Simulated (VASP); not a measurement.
Data:

```yaml
crystal:
  lattice:
    - [3.58870, -1.91718, 0.00000]
    - [3.58870, 1.91718, 0.00000]
    - [2.65228, 0.00000, 3.17861]
  atoms:
    - { symbol: As, position: [0.22700, 0.22700, 0.22700] }
    - { symbol: As, position: [0.77767, 0.77767, 0.77300] }
```

The numbers are results of SCAN meta-GGA, VASP's PBE PAW potentials (set 64) (plane waves; VASP), not measurements. Run with 400 eV cut-off, 10×10×10 Γ-centred mesh, first-order Methfessel-Paxton smearing of 0.10 eV, potentials As.

Problem. Estimate the energy per atom (σ→0), largest force, band gap (on the k-mesh) with the smallest direct gap where there is one.

Solution. 
```yaml
band gap (on the k-mesh): none (metal, semimetal or under 0.01 eV)
energy per atom (σ→0): -20.182 eV/atom
largest_force: 0.386 eV/Å
```

Total energies compare only between runs with the same potentials, cut-off and functional.

The compound is As in the a7 structure. The cell was not relaxed at this level. The run is one of a series of settings (GGA removed, LMIXTAU = .TRUE., METAGGA = SCAN against the base run), some of them coarse on purpose.
